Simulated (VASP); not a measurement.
OSZICAR of a VASP run on NiAl (CsCl type):

### OSZICAR
```
       N       E                     dE             d eps       ncg     rms          rms(c)
DAV:   1     0.388974643670E+02    0.38897E+02   -0.57082E+03  1128   0.136E+03
DAV:   2    -0.115917207101E+02   -0.50489E+02   -0.47945E+02  1136   0.207E+02
DAV:   3    -0.128587763357E+02   -0.12671E+01   -0.12568E+01  1332   0.426E+01
DAV:   4    -0.128766924759E+02   -0.17916E-01   -0.17906E-01  1314   0.448E+00
DAV:   5    -0.128771913618E+02   -0.49889E-03   -0.49887E-03  1254   0.771E-01    0.126E+01
DAV:   6    -0.147709537140E+02   -0.18938E+01   -0.62546E+01  1252   0.137E+02    0.159E+01
DAV:   7    -0.112968954095E+02    0.34741E+01   -0.17564E+01  1238   0.814E+01    0.118E+00
DAV:   8    -0.112862117601E+02    0.10684E-01   -0.45645E-01  1396   0.871E+00    0.105E+00
DAV:   9    -0.112708950269E+02    0.15317E-01   -0.59324E-02  1300   0.395E+00    0.211E-01
DAV:  10    -0.112703992796E+02    0.49575E-03   -0.21673E-03  1288   0.770E-01    0.758E-02
DAV:  11    -0.112703980405E+02    0.12390E-05   -0.64826E-05  1368   0.838E-02    0.326E-02
DAV:  12    -0.112703965177E+02    0.15229E-05   -0.53867E-06  1210   0.418E-02    0.507E-03
DAV:  13    -0.112703960775E+02    0.44022E-06   -0.64843E-07   578   0.115E-02
   1 F= -.11270396E+02 E0= -.11270164E+02  d E =-.112704E+02
```

Which electronic solver shows in the log?

It is blocked Davidson (ALGO = Normal, or the opening steps of other solvers). The INCAR had ALGO = Normal.

How was spin treated?

Without spin polarisation: there is no mag entry.

Can the final energy be trusted as converged?

The run converged. It stopped with EDIFF = 1E-6, NELM = 100, NSW = 60 and EDIFFG = -0.01 after 1 ionic step (AM05 GGA, plane waves, VASP's PBE PAW potentials (set 64)).

The compound is NiAl in the CsCl type structure. It was relaxed first. The start is the result of an earlier pass. The run is not spin-polarised, so no magnetic state was tried. The electron count is odd and the run is not spin-polarised, which forces a metal.
